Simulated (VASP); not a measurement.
A convergence study with VASP on RbCl (rock salt): one setting is varied, all else stays as given below, so the limit is that of these other settings.

```yaml
crystal:
  lattice:
    - [0.00000, 3.29000, 3.29000]
    - [3.29000, 0.00000, 3.29000]
    - [3.29000, 3.29000, 0.00000]
  atoms:
    - { symbol: Rb, position: [0.00000, 0.00000, 0.00000] }
    - { symbol: Cl, position: [0.50000, 0.50000, 0.50000] }
```

Calculation: PBE GGA, VASP's PBE PAW potentials (set 64) (plane waves; VASP). The tightest run used: 550 eV cut-off, 12×12×12 Monkhorst-Pack mesh, Gaussian smearing of 0.050 eV, potentials Rb_sv Cl.

The reference is 12×12×12 mesh, which took about 2 core-minutes. Costs are core time on shared hosts, one run each; read them as rough ratios.

Of the settings 1×1×1 mesh; 2×2×2 mesh; 3×3×3 mesh; 4×4×4 mesh; 5×5×5 mesh; 6×6×6 mesh; 7×7×7 mesh; 8×8×8 mesh; 9×9×9 mesh; 10×10×10 mesh; 11×11×11 mesh; 12×12×12 mesh, which is the lowest that keeps the difference from the reference in E (eV/atom) within 0.002 from there on, and what does it cost?

3×3×3 mesh; its cost over the reference is about 1/20.
```csv
setting,difference in E (eV/atom),cost over the reference
1×1×1 mesh,1.2399,about 1/30
2×2×2 mesh,0.0067,about 1/30
3×3×3 mesh,0.0009,about 1/20
4×4×4 mesh,0.0000,about 1/10
5×5×5 mesh,0.0000,about 1/10
6×6×6 mesh,0.0000,about 1/6
7×7×7 mesh,0.0000,about 1/7
8×8×8 mesh,0.0000,about 1/3
9×9×9 mesh,0.0000,about 1/5
10×10×10 mesh,0.0000,within a factor of 2
11×11×11 mesh,0.0000,about 1/3
12×12×12 mesh,0.0000,reference
```

Left out are rungs that failed or repeat a setting and relaxations that didn't move; long series are thinned to 24 rows.

The compound is RbCl in the rock salt structure. The cell was not relaxed at this level.
